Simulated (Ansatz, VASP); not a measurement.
# One calculation of HPbNO4, two programs

```
H Pb N O
1.0
     4.27531   -0.00040    0.00636
    -2.08399    5.20775   -0.04907
    -2.12377   -1.86574    4.91491
H Pb N O
1 1 1 4
Direct
  0.99073 0.03330 0.90994
  0.50274 0.81989 0.14287
  0.00838 0.47408 0.50265
  0.99816 0.92741 0.02877
  0.19467 0.73435 0.60852
  0.81673 0.35882 0.24556
  0.01381 0.33121 0.65217
```

The cell was built by a generator and needn't be a form met in nature.

Alike in both runs: task atomic charges; functional PBE; k mesh 8 × 6 × 6; occupations fermi-dirac, width 0.05 eV; no spin polarisation.

```csv
,VASP,Ansatz
version,VASP 6.6.1,Ansatz 0.2.0
potentials or method,"VASP PAW PBE potentials, release 64 (H, Pb_d, N, O)",Ansatz PAW
plane-wave cutoff (eV),520,420
valence electrons in the cell,44,44
```

Ansatz gave:

| Property | Result |
| --- | --- |
| gap on the k mesh at the Fermi level (eV) | 2.82 |
| least direct gap on the mesh (eV) | 3.16 |
| pressure (GPa) | 0.0 |
| largest component of the traceless stress (GPa) | 0.02 |
| rms of the force components (eV/Å) | 0.001 |

Problem. Estimate VASP's values.

Solution. gap on the k mesh at the Fermi level (eV): 2.79; least direct gap on the mesh (eV): 3.13; pressure (GPa): 0.6; largest component of the traceless stress (GPa): 0.76; rms of the force components (eV/Å): 0.149.

Atom by atom the forces differ by 0.149 eV/Å (rms over components). One of these differences is far larger than is usual between the two programs; its cause wasn't traced.

Caveats: spin-orbit coupling is left out, which as a rule narrows the gap of such compounds by several tenths of an eV; the pressure holds a Pulay correction of +0.6 GPa for the finite cutoff (Ansatz). As with any semilocal functional, this PBE gap is likely too small. A k mesh can miss the band edges.
